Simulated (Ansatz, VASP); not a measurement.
# Cross-check of Al2O3 (Corundum) between VASP and Ansatz, part 3 of 3

One calculation is typed for both programs; each brings its own data sets. How far apart do they land? The cell is taken from a series of runs on this material, whose earlier steps may have relaxed, scaled, displaced or heated it; both programs get it as it stands.

VASP 6.6.1 and Ansatz 0.2.0.

So far: The starting structure; Ansatz: zone-centre phonons, PBE; VASP: zone-centre phonons, PBE.

## Step 3: VASP: zone-centre phonons, PBE (continued)

Level of this step: PBE; plane waves and PAW (Al, O) (VASP).

Numbers of over 12 decimals in the logs are rounded to 6 here.

Parts of OUTCAR (step 3):

```text
ion  position               nearest neighbor table
   1  0.352  0.352  0.352-  10 1.88   8 1.88   9 1.88   5 2.00   7 2.00   6 2.00   2 2.70   3 2.83
                             3 2.83   3 2.83   2 3.27   2 3.27   2 3.27
   2  0.148  0.148  0.148-   9 1.88   8 1.88  10 1.88   5 2.00   7 2.00   6 2.00   1 2.70   4 2.83
                             4 2.83   4 2.83   1 3.27   1 3.27   1 3.27
   3  0.648  0.648  0.648-   7 1.88   5 1.88   6 1.88   8 2.00   9 2.00  10 2.00   4 2.70   1 2.83
                             1 2.83   1 2.83   4 3.27   4 3.27   4 3.27
   4  0.852  0.852  0.852-   6 1.88   5 1.88   7 1.88   8 2.00   9 2.00  10 2.00   3 2.70   2 2.83
                             2 2.83   2 2.83   3 3.27   3 3.27   3 3.27
   5  0.556  0.944  0.250-   3 1.88   4 1.88   1 2.00   2 2.00
   6  0.250  0.556  0.944-   4 1.88   3 1.88   1 2.00   2 2.00
   7  0.944  0.250  0.556-   3 1.88   4 1.88   1 2.00   2 2.00
   8  0.444  0.056  0.750-   1 1.88   2 1.88   3 2.00   4 2.00
   9  0.750  0.444  0.056-   2 1.88   1 1.88   3 2.00   4 2.00
  10  0.056  0.750  0.444-   1 1.88   2 1.88   3 2.00   4 2.00

  LATTYP: Found a trigonal (rhomboedric) cell.
 ALAT       =     5.2071889283
 COS(alpha) =     0.5696276578

 Subroutine GETGRP returns: Found 12 space group operations
 (whereof  6 operations were pure point group operations)

The static configuration has the point symmetry S_6 .
 The point group associated with its full space group is D_3d.

 Found     32 irreducible k-points:

   k-points           NKPTS =     32   k-points in BZ     NKDIM =     32   number of bands    NBANDS=     34

   dimension x,y,z NGX =    42 NGY =   42 NGZ =   42
   dimension x,y,z NGXF=    84 NGYF=   84 NGZF=   84

   ENCUT  =  600.0 eV  44.10 Ry    6.64 a.u.  10.40 10.40 10.40*2*pi/ulx,y,z

   NELECT =      48.0000    total number of electrons

 k-points in reciprocal lattice and weights: Automatic mesh
   0.00000000  0.00000000  0.00000000       0.005
   0.16666667  0.00000000  0.00000000       0.028
   0.33333333  0.00000000  0.00000000       0.028
   0.50000000  0.00000000  0.00000000       0.014
   0.16666667  0.16666667  0.00000000       0.028
   0.33333333  0.16666667  0.00000000       0.056
   0.50000000  0.16666667  0.00000000       0.056
  -0.33333333  0.16666667 -0.00000000       0.056
  -0.16666667  0.16666667  0.00000000       0.028
[...]
-0.33333333  0.50000000  0.33333333       0.028
   0.50000000  0.50000000  0.50000000       0.005

 average (electrostatic) potential at core
       1 -72.1339       2 -72.1339       3 -72.1339       4 -72.1339       5 -67.5167
       6 -67.5167       7 -67.5167       8 -67.5167       9 -67.5167      10 -67.5167

   2 f  =   20.957669 THz   131.680921 2PiTHz  699.072604 cm-1    86.673917 meV
             X         Y         Z           dx          dy          dz
      0.000000  0.000000  4.645402    -0.069869    0.052672    0.000000
      0.000000  0.000000  1.950364     0.069870    0.052670    0.000000
      0.000000  0.000000  8.546131     0.069869   -0.052672   -0.000000
      0.000000  0.000000 11.241169    -0.069870   -0.052670   -0.000000
     -0.937082  1.394601  7.695061    -0.000002    0.415334   -0.335303
     -0.739219 -1.508837  7.695061     0.264473   -0.042741    0.167654
      1.676301  0.114237  7.695061    -0.264468   -0.042746    0.167649
      0.937082 -1.394601  5.496472     0.000002   -0.415334    0.335303
      0.739219  1.508837  5.496472    -0.264473    0.042741   -0.167654
     -1.676301 -0.114237  5.496472     0.264468    0.042746   -0.167649

   3 f  =   20.957669 THz   131.680921 2PiTHz  699.072604 cm-1    86.673917 meV
             X         Y         Z           dx          dy          dz
      0.000000  0.000000  4.645402     0.052672    0.069869    0.000000
      0.000000  0.000000  1.950364     0.052670   -0.069870   -0.000000
      0.000000  0.000000  8.546131    -0.052672   -0.069869   -0.000000
      0.000000  0.000000 11.241169    -0.052670    0.069870    0.000000
     -0.937082  1.394601  7.695061    -0.195436   -0.000004    0.000003
     -0.739219 -1.508837  7.695061     0.262639    0.264471    0.290379
      1.676301  0.114237  7.695061     0.262644   -0.264471   -0.290382
      0.937082 -1.394601  5.496472     0.195436    0.000004   -0.000003
      0.739219  1.508837  5.496472    -0.262639   -0.264471   -0.290379
     -1.676301 -0.114237  5.496472    -0.262644    0.264471    0.290382

   4 f  =   19.581894 THz   123.036667 2PiTHz  653.181664 cm-1    80.984169 meV
             X         Y         Z           dx          dy          dz
      0.000000  0.000000  4.645402    -0.000000   -0.000000   -0.206404
      0.000000  0.000000  1.950364    -0.000000    0.000000    0.206404
      0.000000  0.000000  8.546131    -0.000000   -0.000000   -0.206404
      0.000000  0.000000 11.241169    -0.000000    0.000000    0.206404
     -0.937082  1.394601  7.695061     0.371840    0.000000   -0.000000
     -0.739219 -1.508837  7.695061    -0.185920    0.322023   -0.000000
      1.676301  0.114237  7.695061    -0.185920   -0.322023    0.000000
      0.937082 -1.394601  5.496472     0.371840   -0.000000    0.000000
      0.739219  1.508837  5.496472    -0.185920    0.322023   -0.000000
     -1.676301 -0.114237  5.496472    -0.185920   -0.322023    0.000000

   5 f  =   17.945620 THz   112.755658 2PiTHz  598.601460 cm-1    74.217089 meV
             X         Y         Z           dx          dy          dz
      0.000000  0.000000  4.645402    -0.000000   -0.000000    0.054270
      0.000000  0.000000  1.950364    -0.000000    0.000000   -0.054270
      0.000000  0.000000  8.546131     0.000000    0.000000   -0.054270
      0.000000  0.000000 11.241169     0.000000   -0.000000    0.054270
     -0.937082  1.394601  7.695061     0.405836    0.000000   -0.000000
     -0.739219 -1.508837  7.695061    -0.202918    0.351465   -0.000000
      1.676301  0.114237  7.695061    -0.202918   -0.351465    0.000000
      0.937082 -1.394601  5.496472    -0.405836    0.000000   -0.000000
      0.739219  1.508837  5.496472     0.202918   -0.351465    0.000000
     -1.676301 -0.114237  5.496472     0.202918    0.351465   -0.000000

   6 f  =   17.721944 THz   111.350256 2PiTHz  591.140410 cm-1    73.292037 meV
             X         Y         Z           dx          dy          dz
      0.000000  0.000000  4.645402    -0.075216    0.073567   -0.000000
      0.000000  0.000000  1.950364     0.075349    0.073431   -0.000000
      0.000000  0.000000  8.546131    -0.075216    0.073567   -0.000000
      0.000000  0.000000 11.241169     0.075349    0.073431   -0.000000
     -0.937082  1.394601  7.695061     0.000299   -0.457412   -0.023271
     -0.739219 -1.508837  7.695061    -0.341134    0.132731    0.011654
      1.676301  0.114237  7.695061     0.340662    0.133349    0.011617
      0.937082 -1.394601  5.496472     0.000299   -0.457412   -0.023271
      0.739219  1.508837  5.496472    -0.341134    0.132731    0.011654
     -1.676301 -0.114237  5.496472     0.340662    0.133349    0.011617

   7 f  =   17.721944 THz   111.350256 2PiTHz  591.140410 cm-1    73.292037 meV
             X         Y         Z           dx          dy          dz
      0.000000  0.000000  4.645402     0.073567    0.075216   -0.000000
      0.000000  0.000000  1.950364     0.073431   -0.075349    0.000000
      0.000000  0.000000  8.546131     0.073567    0.075216   -0.000000
      0.000000  0.000000 11.241169     0.073431   -0.075349    0.000000
     -0.937082  1.394601  7.695061     0.329858    0.000414    0.000021
     -0.739219 -1.508837  7.695061    -0.260286   -0.341018    0.020143
      1.676301  0.114237  7.695061    -0.260904    0.340777   -0.020164
      0.937082 -1.394601  5.496472     0.329858    0.000414    0.000021
      0.739219  1.508837  5.496472    -0.260286   -0.341018    0.020143
     -1.676301 -0.114237  5.496472    -0.260904    0.340777   -0.020164

   8 f  =   17.020769 THz   106.944645 2PiTHz  567.751736 cm-1    70.392212 meV
             X         Y         Z           dx          dy          dz
      0.000000  0.000000  4.645402     0.000000    0.000000    0.455409
      0.000000  0.000000  1.950364     0.000000   -0.000000   -0.455409
      0.000000  0.000000  8.546131     0.000000    0.000000    0.455409
      0.000000  0.000000 11.241169     0.000000   -0.000000   -0.455409
     -0.937082  1.394601  7.695061     0.168528    0.000000   -0.000000
     -0.739219 -1.508837  7.695061    -0.084264    0.145950    0.000000
      1.676301  0.114237  7.695061    -0.084264   -0.145950   -0.000000
      0.937082 -1.394601  5.496472     0.168528    0.000000   -0.000000
      0.739219  1.508837  5.496472    -0.084264    0.145950    0.000000
     -1.676301 -0.114237  5.496472    -0.084264   -0.145950   -0.000000

   9 f  =   16.192356 THz   101.739571 2PiTHz  540.118845 cm-1    66.966172 meV
             X         Y         Z           dx          dy          dz
      0.000000  0.000000  4.645402     0.197606    0.406048    0.000000
      0.000000  0.000000  1.950364    -0.197586    0.406058    0.000000
      0.000000  0.000000  8.546131    -0.197606   -0.406048   -0.000000
      0.000000  0.000000 11.241169     0.197586   -0.406058   -0.000000
     -0.937082  1.394601  7.695061     0.000006    0.030977   -0.069054
     -0.739219 -1.508837  7.695061    -0.088787    0.184761    0.034528
      1.676301  0.114237  7.695061     0.088791    0.184765    0.034525
      0.937082 -1.394601  5.496472    -0.000006   -0.030977    0.069054
      0.739219  1.508837  5.496472     0.088787   -0.184761   -0.034528
     -1.676301 -0.114237  5.496472    -0.088791   -0.184765   -0.034525
    [... 271 further lines ...]
      0.739219  1.508837  5.496472    -0.171133    0.221876    0.000002
     -1.676301 -0.114237  5.496472    -0.170982    0.221760   -0.000012

 MACROSCOPIC STATIC DIELECTRIC TENSOR IONIC CONTRIBUTION
 ------------------------------------------------------
           7.113322     0.000000    -0.000000
           0.000000     7.113322    -0.000000
          -0.000000    -0.000000     9.618501
 ------------------------------------------------------

 ELASTIC MODULI CONTR FROM IONIC RELAXATION (kBar)
 Direction    XX          YY          ZZ          XY          YZ          ZX
 --------------------------------------------------------------------------------
 XX        -315.0873    145.9031    109.2474     -0.0000    129.7545      0.0000
 YY         145.9031   -315.0873    109.2474      0.0000   -129.7545     -0.0000
 ZZ         109.2474    109.2474   -156.9191      0.0000      0.0000     -0.0000
 XY          -0.0000      0.0000      0.0000   -230.5056     -0.0000    129.9719
 YZ         129.7545   -129.7545      0.0000     -0.0000   -138.6107      0.0000
 ZX           0.0000      0.0000     -0.0000    129.9719      0.0000   -137.6890
 --------------------------------------------------------------------------------

 PIEZOELECTRIC TENSOR IONIC CONTR  for field in x, y, z        (C/m^2)
          XX          YY          ZZ          XY          YZ          ZX
  --------------------------------------------------------------------------------
  x     0.00000    -0.00000     0.00000     0.00000    -0.00000    -0.00000
  y    -0.00000     0.00000     0.00000     0.00000     0.00000    -0.00000
  z     0.00000     0.00000    -0.00000    -0.00000     0.00000     0.00000
```

## Step 4: Side by side

Known differences besides the potentials themselves: fixed occupations in Ansatz, narrow Gaussian smearing in VASP; the cutoff is 420 eV in Ansatz and 600 eV in VASP. Total energies have different zeros and are not compared.

The two programs side by side:

| quantity | Ansatz | VASP | difference |
| --- | --- | --- | --- |
| ε∞ xx | 3.30 | 3.29 | +0.37 % |
| ε∞ yy | 3.30 | 3.29 | +0.37 % |
| ε∞ zz | 3.27 | 3.26 | +0.38 % |
| Born charge of Al1 (mean of the diagonal) (e) | 2.99 | 2.98 | +0.02 |
| Born charge of O5 (mean of the diagonal) (e) | -2.00 | -1.99 | -0.01 |
| optical mode 1 (cm⁻¹) | 276.2 | 277.7 | -0.56 % |
| optical mode 2 to 3 (cm⁻¹) | 353.4 | 354.3 | -0.24 % |
| optical mode 4 to 5 (cm⁻¹) | 354.1 | 354.4 | -0.09 % |
| optical mode 6 (cm⁻¹) | 366.4 | 367.6 | -0.32 % |
| optical mode 7 (cm⁻¹) | 386.4 | 387.9 | -0.38 % |
| optical mode 8 to 9 (cm⁻¹) | 395.1 | 396.4 | -0.33 % |
| optical mode 10 to 11 (cm⁻¹) | 405.7 | 406.9 | -0.29 % |
| optical mode 12 to 13 (cm⁻¹) | 418.3 | 419.6 | -0.31 % |
| optical mode 14 (cm⁻¹) | 503.7 | 505.0 | -0.25 % |
| optical mode 15 to 16 (cm⁻¹) | 521.4 | 522.9 | -0.29 % |
| optical mode 17 (cm⁻¹) | 534.1 | 535.9 | -0.33 % |
| optical mode 18 to 19 (cm⁻¹) | 540.3 | 540.1 | +0.04 % |
| optical mode 20 (cm⁻¹) | 568.1 | 567.8 | +0.07 % |
| optical mode 21 to 22 (cm⁻¹) | 589.4 | 591.1 | -0.29 % |
| optical mode 23 (cm⁻¹) | 597.3 | 598.6 | -0.22 % |
| optical mode 24 (cm⁻¹) | 653.0 | 653.2 | -0.02 % |
| optical mode 25 to 26 (cm⁻¹) | 697.0 | 699.1 | -0.29 % |
| optical mode 27 (cm⁻¹) | 704.2 | 704.7 | -0.08 % |

Modes are paired by rising frequency, not by their patterns, so a pair may set unlike modes beside each other; they are those without the splitting of longitudinal modes.

## Step 5: Results

| Item | Value |
| --- | --- |
| r.m.s. difference of the optical zone-centre modes, each program's sorted by frequency (zone-centre phonons, PBE) | 1.3 cm⁻¹ |
| difference in optical mode 1 (zone-centre phonons, PBE) | -0.6 % |

In words: The r.m.s. difference of the optical zone-centre modes, each program's sorted by frequency is 1.3 cm⁻¹ (zone-centre phonons, PBE). Among the rows given in per cent, the largest difference of the zone-centre phonons, PBE pair is in optical mode 1, -0.6 %. Such differences can come from data sets, numerical settings and the points named under the comparisons, not from the functional's error against experiment.

[Lines on the potential files, build, host, timing and source positions are cut from VASP's logs without a mark.]

[Logs are printed without paths, hosts, clocks, repeated set-up lines and the standing remarks that a program may print on its own settings, such as how far it seeks lower states.]

[Hosts, paths, dates, database ids (printed as entryN), source tags and the programs' standing remarks are cut or masked in the printed files.]
